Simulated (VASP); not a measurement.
Data:

```yaml
crystal:
  lattice:
    - [1.54371, -2.67379, 0.00000]
    - [1.54371, 2.67379, 0.00000]
    - [0.00000, 0.00000, 5.06942]
  atoms:
    - { symbol: Si, position: [0.66667, 0.33333, 0.49967] }
    - { symbol: Si, position: [0.33333, 0.66667, 0.99967] }
    - { symbol: C, position: [0.66667, 0.33333, 0.87533] }
    - { symbol: C, position: [0.33333, 0.66667, 0.37533] }
```

All values below come from optB86b-vdW, VASP's PBE PAW potentials (set 64) (plane waves; VASP). Run with 520 eV cut-off, Gaussian smearing of 0.050 eV, potentials Si C.

Q: Estimate the band gap (along the path) with the smallest direct gap where there is one.

A: 
```json
{
 "band gap (along the path)": "2.30 eV",
 "smallest direct gap (along the path)": "3.98 eV"
}
```

Total energies compare only between runs with the same potentials, cut-off and functional.

The compound is SiC in the wurtzite structure, the rare 2H polytype. It was relaxed first.
